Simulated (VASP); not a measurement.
# PtTe (relaxed from the wurtzite structure, space group P6_3mc): computed properties

Method: PBE GGA, VASP's PBE PAW potentials (set 64) (plane waves; VASP 6.6.1).

```yaml
space_group: P6_3mc (186)
cell: a = b = 4.1237 Å, c = 7.3887 Å, α = β = 90.00°, γ = 120.00°
volume_per_atom: 27.20 Å^3/atom
band gap (over mesh and band path): none (metal, semimetal or under 0.01 eV)
density: 9.85 g/cm³
```

```
CELL_PARAMETERS angstrom
      4.12368     0.00000     0.00000
     -2.06184     3.57121     0.00000
      0.00000     0.00000     7.38868
ATOMIC_POSITIONS crystal
  Pt 0.33333 0.66667 0.00984
  Pt 0.66667 0.33333 0.50984
  Te 0.33333 0.66667 0.36516
  Te 0.66667 0.33333 0.86516
```

Unless said otherwise, spin-orbit coupling is left out, though it shifts the bands of the heavy elements here.

The structure was generated: PtTe was put into the wurtzite type (P6_3mc), which need not be its known phase. It was relaxed first, which changed the volume by -14 %. Symmetry was kept, so distortions that lower it aren't found.
